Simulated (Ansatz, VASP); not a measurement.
## Ni2C in two plane-wave programs

Aim: how closely do two programs agree when they are given the same cell, functional and k mesh? The cell is invented: As first built, before any earlier steps moved the atoms (in the runner's words): it takes the Cr2C structure with some of its atoms replaced by other elements, volume scaled by an estimate. It may not be a known or stable phase. The cell is taken from a series of VASP runs on this material, whose earlier steps may have relaxed, scaled or displaced it; both programs get it as it stands. Other levels of theory on this material are compared in a session of their own.

Program: Ansatz 0.2.0. Level of theory: plane waves, with VASP 6.6.1 beside it; band structure at PBE. Results are calculated unless marked as measured.

## Step 1: Set-up

The structure is trigonal, space group P-3m1 (No. 164). The conventional cell has a = 2.896 Å, b = 2.896 Å, c = 3.993 Å, α = 90.00°, β = 90.00°, γ = 120.00°. Nearest to Ni lie 3 C at 1.93 Å. C has 6 Ni at 1.93 Å nearest. As first built, before any earlier steps moved the atoms (in the runner's words): sites of the Cr2C structure (space group 164) filled with other elements, volume scaled by an estimate. Farther neighbours are not listed.

## Step 2: VASP: band structure, PBE

With cell and atoms fixed, the geometry can't cause a difference; cores, projectors, grids and the points listed under the comparison can.

Lines of VASP's logs that name or quote its potential files are left out, and so is its time.

INCAR reads:

```
SYSTEM = Ni2C
PREC = Accurate
ENCUT = 520
EDIFF = 1E-06
NELM = 100
ISMEAR = 0
SIGMA = 0.02
LREAL = .FALSE.
ALGO = Normal
GGA = PE
ISPIN = 2
MAGMOM = 1 1 0
LMAXMIX = 4
LORBIT = 11
LWAVE = .FALSE.
LCHARG = .FALSE.
KPAR = 4
```

POSCAR reads:

```
Ni2C
1.0
    2.8955987124     -0.0000000694      0.0000000000
   -1.4477999720      2.5076628892      0.0000000000
    0.0000000000      0.0000000000      3.9932647575
Ni C
2 1
Direct
    0.6666666700      0.3333333300      0.2591327826
    0.3333333300      0.6666666700      0.7408672174
    0.0000000000      0.0000000000      0.5000000000
```

KPOINTS reads:

```
Automatic mesh
0
Gamma
6 6 4
0 0 0
```

KPOINTS_OPT reads:

```
Line mode
16
Line-mode
Reciprocal
  0.00000000   0.00000000   0.00000000 GAMMA
  0.50000000   0.00000000   0.00000000 M

  0.50000000   0.00000000   0.00000000 M
  0.33333333   0.33333333   0.00000000 K

  0.33333333   0.33333333   0.00000000 K
  0.00000000   0.00000000   0.00000000 GAMMA

  0.00000000   0.00000000   0.00000000 GAMMA
  0.00000000   0.00000000   0.50000000 A

  0.00000000   0.00000000   0.50000000 A
  0.50000000   0.00000000   0.50000000 L

  0.50000000   0.00000000   0.50000000 L
  0.33333333   0.33333333   0.50000000 H

  0.33333333   0.33333333   0.50000000 H
  0.00000000   0.00000000   0.50000000 A

  0.50000000   0.00000000   0.50000000 L
  0.50000000   0.00000000   0.00000000 M

  0.33333333   0.33333333   0.00000000 K
  0.33333333   0.33333333   0.50000000 H
```

Potentials, in the order of the species: Ni and C (PBE family, release 64).

Command:

```console
$ mpirun -np 4 vasp_std
```

Numbers of over 12 decimals in the logs are rounded to 6 here.

Output:

```text
[banner, memory and clock lines left out]
running    4 mpi-ranks, on    1 nodes
 distrk:  each k-point on    1 cores,    4 groups
 distr:  one band on    1 cores,    1 groups

 POSCAR found type information on POSCAR NiC
 POSCAR found :  2 types and       3 ions
 LDA part: xc-table for (Slater+PW92), standard interpolation
 POSCAR, INCAR and KPOINTS ok, starting setup
 FFT: planning ... GRIDC
 FFT: planning ... GRID_SOFT
 FFT: planning ... GRID
 WAVECAR not read
 entering main loop
       N       E                     dE             d eps       ncg     rms          rms(c)
DAV:   1     0.124948965611E+03    0.12495E+03   -0.12011E+04  1664   0.192E+03
DAV:   2    -0.152051933908E+02   -0.14015E+03   -0.13499E+03  1692   0.311E+02
DAV:   3    -0.236039972545E+02   -0.83988E+01   -0.81642E+01  1867   0.894E+01
DAV:   4    -0.238281712363E+02   -0.22417E+00   -0.22364E+00  1946   0.142E+01
DAV:   5    -0.238338628683E+02   -0.56916E-02   -0.56907E-02  1905   0.208E+00    0.235E+01
DAV:   6    -0.242584265337E+02   -0.42456E+00   -0.44286E+01  2042   0.144E+02    0.209E+01
DAV:   7    -0.191965605591E+02    0.50619E+01   -0.16942E+01  1913   0.883E+01    0.437E+00
DAV:   8    -0.192363427327E+02   -0.39782E-01   -0.10173E+00  1702   0.788E+00    0.199E+00
DAV:   9    -0.192223820848E+02    0.13961E-01   -0.25520E-02  2412   0.258E+00    0.523E-01
DAV:  10    -0.192223965824E+02   -0.14498E-04   -0.40973E-03  1755   0.659E-01    0.208E-01
DAV:  11    -0.192223501922E+02    0.46390E-04   -0.15504E-04  2109   0.152E-01    0.647E-02
DAV:  12    -0.192223550139E+02   -0.48217E-05   -0.36602E-05  2478   0.827E-02    0.287E-02
DAV:  13    -0.192223574154E+02   -0.24015E-05   -0.80161E-06  1818   0.511E-02    0.134E-02
DAV:  14    -0.192223577140E+02   -0.29859E-06   -0.87718E-07   887   0.192E-02
   1 F= -.19222358E+02 E0= -.19222210E+02  d E =-.294629E-03  mag=     0.0000
 Start KPOINTS_OPT (optional k-point list driver)
k-point batch [1-24\144]
       N       E                     dE             ncg
DAV:   1     0.629771769164E+04   -0.10178E+05     1672
DAV:   2     0.317942157137E+04   -0.31183E+04     1674
DAV:   3     0.303459382554E+04   -0.14483E+03     1714
DAV:   4     0.303150931981E+04   -0.30845E+01     1951
DAV:   5     0.303143705102E+04   -0.72269E-01     1790
DAV:   6     0.303143341125E+04   -0.36398E-02     2266
DAV:   7     0.303143331709E+04   -0.94158E-04     1912
DAV:   8     0.303143331205E+04   -0.50421E-05     1418
DAV:   9     0.303143331195E+04   -0.10603E-06     1006
[...]
k-point batch [121-144\144]
       N       E                     dE             ncg
DAV:   1     0.631491334045E+04   -0.20115E+05     1640
DAV:   2     0.324903721451E+04   -0.30659E+04     1634
DAV:   3     0.309378301289E+04   -0.15525E+03     1743
DAV:   4     0.308980719169E+04   -0.39758E+01     1716
DAV:   5     0.308969592428E+04   -0.11127E+00     1808
DAV:   6     0.308969100275E+04   -0.49215E-02     2082
DAV:   7     0.308969085951E+04   -0.14324E-03     1888
DAV:   8     0.308969085224E+04   -0.72756E-05     1251
DAV:   9     0.308969085212E+04   -0.11087E-06      892
```

Parts of OUTCAR (step 2):

```text
ion  position               nearest neighbor table
   1  0.667  0.333  0.259-   3 1.93   3 1.93   3 1.93   2 2.55   2 2.55   2 2.55   2 2.66   2 2.66
                             2 2.66
   2  0.333  0.667  0.741-   3 1.93   3 1.93   3 1.93   1 2.55   1 2.55   1 2.55   1 2.66   1 2.66
                             1 2.66
   3  0.000  0.000  0.500-   1 1.93   2 1.93   2 1.93   1 1.93   1 1.93   2 1.93

  LATTYP: Found a hexagonal cell.
 ALAT       =     2.8955987124
 C/A-ratio  =     1.3790808583

 Subroutine GETGRP returns: Found 12 space group operations
 (whereof 12 operations were pure point group operations)

The static configuration has the point symmetry D_3d.

 Found     24 irreducible k-points:

   k-points           NKPTS =     24   k-points in BZ     NKDIM =     24   number of bands    NBANDS=     17

   dimension x,y,z NGX =    24 NGY =   24 NGZ =   30
   dimension x,y,z NGXF=    48 NGYF=   48 NGZF=   60

   ENCUT  =  520.0 eV  38.22 Ry    6.18 a.u.   5.38  5.38  7.42*2*pi/ulx,y,z

   NELECT =      24.0000    total number of electrons

 k-points in reciprocal lattice and weights: Automatic mesh
   0.00000000  0.00000000  0.00000000       0.007
   0.16666667  0.00000000  0.00000000       0.042
   0.33333333 -0.00000000  0.00000000       0.042
   0.50000000 -0.00000000  0.00000000       0.021
   0.16666667  0.16666667  0.00000000       0.042
   0.33333333  0.16666667  0.00000000       0.083
   0.33333333  0.33333333  0.00000000       0.014
   0.00000000  0.00000000  0.25000000       0.014
   0.16666667  0.00000000  0.25000000       0.042
[...]
0.33333333  0.16666667  0.50000000       0.083
   0.33333333  0.33333333  0.50000000       0.014

 average (electrostatic) potential at core
       1 -82.8582       2 -82.8582       3 -46.9033

 E-fermi :   9.4563

 spin component 1
 k-point     1 :       0.0000    0.0000    0.0000
  band No.  band energies     occupation
    ...
      8       6.6138      1.00000
      9       6.6138      1.00000
     10       7.2856      1.00000
     11       7.5921      1.00000
     12       7.5921      1.00000
     13       9.8567      0.00000
     14      12.9970      0.00000
     15      12.9970      0.00000
     16      19.2116      0.00000
     17      21.4840      0.00000

 k-point     2 :       0.1667    0.0000    0.0000
  band No.  band energies     occupation
    ...
      8       6.5383      1.00000
      9       6.7785      1.00000
     10       7.2354      1.00000
     11       7.7613      1.00000
     12       8.9053      1.00000
     13      10.0088      0.00000
     14      11.7917      0.00000
     15      12.4076      0.00000
     16      20.1658      0.00000
     17      20.8425      0.00000

 k-point     3 :       0.3333   -0.0000    0.0000
  band No.  band energies     occupation
    ...
      7       6.5426      1.00000
      8       6.7989      1.00000
      9       7.1950      1.00000
     10       7.5930      1.00000
     11       7.9760      1.00000
     12       9.4699      0.16775
     13      10.0103      0.00000
     14      11.1498      0.00000
     15      11.6316      0.00000
     16      17.7703      0.00000
    ...

 k-point     4 :       0.5000   -0.0000    0.0000
  band No.  band energies     occupation
    ...
      8       7.1894      1.00000
      9       7.4349      1.00000
     10       8.0543      1.00000
     11       8.1185      1.00000
     12       8.1792      1.00000
     13       9.9256      0.00000
     14      10.3871      0.00000
     15      14.0806      0.00000
     16      15.1972      0.00000
     17      18.6269      0.00000

 k-point     5 :       0.1667    0.1667    0.0000
  band No.  band energies     occupation
    ...
      7       6.3818      1.00000
      8       6.7769      1.00000
      9       7.1398      1.00000
     10       7.4806      1.00000
     11       7.9097      1.00000
     12      10.1420      0.00000
     13      10.1655      0.00000
     14      10.9055      0.00000
     15      11.0488      0.00000
     16      19.7658      0.00000
    ...

 k-point     6 :       0.3333    0.1667    0.0000
  band No.  band energies     occupation
    ...
      8       7.3639      1.00000
      9       7.5461      1.00000
     10       7.8083      1.00000
     11       8.0136      1.00000
     12       8.6866      1.00000
     13       9.6391      0.00000
     14      10.2437      0.00000
     15      13.4942      0.00000
     16      17.0132      0.00000
     17      19.1650      0.00000

  Total       -0.0791536     -0.0791537      0.1350246      0.0000000      0.0000000      0.0000000
  in kB       -4.3736673     -4.3736701      7.4608448      0.0000012      0.0000000      0.0000000
  external PRESSURE =      -0.4288309 kB  Pullay stress =       0.0000000 kB

  energy-cutoff  :      520.00
  volume of cell :       29.00
      direct lattice vectors                 reciprocal lattice vectors
     2.895598712 -0.000000069  0.000000000     0.345351726  0.199388930  0.000000000
    -1.447799972  2.507662889  0.000000000     0.000000010  0.398777690  0.000000000
     0.000000000  0.000000000  3.993264757     0.000000000  0.000000000  0.250421663

 POSITION                                       TOTAL-FORCE (eV/Angst)
 -----------------------------------------------------------------------------------
      1.44780      0.83589      1.03479        -0.000000     -0.000000      0.021035
     -0.00000      1.67178      2.95848         0.000000      0.000000     -0.021035
      0.00000      0.00000      1.99663         0.000000      0.000000      0.000000
 -----------------------------------------------------------------------------------
    total drift:                               -0.000000      0.000000     -0.000000

  FREE ENERGIE OF THE ION-ELECTRON SYSTEM (eV)
  ---------------------------------------------------
  free  energy   TOTEN  =       -19.2223577140 eV

  energy  without entropy=      -19.2220630845  energy(sigma->0) =      -19.22221040

 total charge
# of ion       s       p       d       tot
------------------------------------------
    1        0.465   0.608   8.437   9.510
    2        0.465   0.608   8.437   9.510
    3        0.897   1.456   0.000   2.352
--------------------------------------------------
tot          1.826   2.672  16.874  21.373

 magnetization (x)
# of ion       s       p       d       tot
------------------------------------------
    1        0.000  -0.000   0.000   0.000
    2        0.000  -0.000   0.000   0.000
    3       -0.000  -0.000   0.000  -0.000
--------------------------------------------------
tot          0.000  -0.000   0.000   0.000

[... 6 further parts left out ...]
```

The run ends at a pressure of -0.04 GPa, with forces up to 0.021 eV/Å.

(Continued in part 2 of 2.)

[Lines on the potential files, build, host, timing and source positions are cut from VASP's logs without a mark.]

[Logs are printed without paths, hosts, clocks, repeated set-up lines and the standing remarks that a program may print on its own settings, such as how far it seeks lower states.]

[Hosts, paths, dates, database ids (printed as entryN), source tags and the programs' standing remarks are cut or masked in the printed files.]
